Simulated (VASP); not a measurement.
Input of a VASP 6.6.1 run:

The input INCAR:

```
SYSTEM = LuAlP2
PREC     = Accurate       ! precision mode
ENCUT    = 520            ! plane-wave cutoff, eV
EDIFF    = 1E-6           ! SCF threshold, eV
ISMEAR   = -1             ! smearing method
SIGMA    = 0.02           ! smearing width, eV
LREAL    = .FALSE.        ! projectors in reciprocal space
LASPH    = .TRUE.         ! aspherical terms in the spheres
NELM     = 100            ! most SCF steps
ALGO     = Fast           ! electronic algorithm
ISIF     = 2              ! what is computed and relaxed
LWAVE    = .FALSE.        ! write WAVECAR
LCHARG   = .TRUE.         ! write CHGCAR
GGA      = PE             ! functional
LELF     = .TRUE.         ! ELF
LVHAR    = .TRUE.       
NBANDS   = 27             ! bands
```

File KPOINTS:

```
regular mesh
0
G
  6 6 4
  0 0 0
```

POSCAR

```
LuAlP2
1.0
    3.7644781449      0.0000000000      0.0000000000
    0.0000000000      3.7644781449      0.0000000000
    0.0000000000      0.0000000000      5.4579091072
Al P Lu
1 2 1
Direct
    0.0000000000      0.0000000000      0.0000000000
    0.0000000000      0.0000000000      0.5000000000
    0.5000000000      0.5000000000      0.0000000000
    0.5000000000      0.5000000000      0.5000000000
```

Potentials or basis: VASP PAW PBE potentials, release 64 (Al, P, Lu).

Run with:

```sh
$ cat potpaw_PBE.64/Al/POTCAR potpaw_PBE.64/P/POTCAR potpaw_PBE.64/Lu/POTCAR > POTCAR
$ mpirun -np 1 vasp_std > vasp.out
```

(1) What does it give for the band gap on the k mesh?

(2) Estimate the pressure.

Answers

(1) none (metal or under the smearing width).

(2) 0.2 GPa.
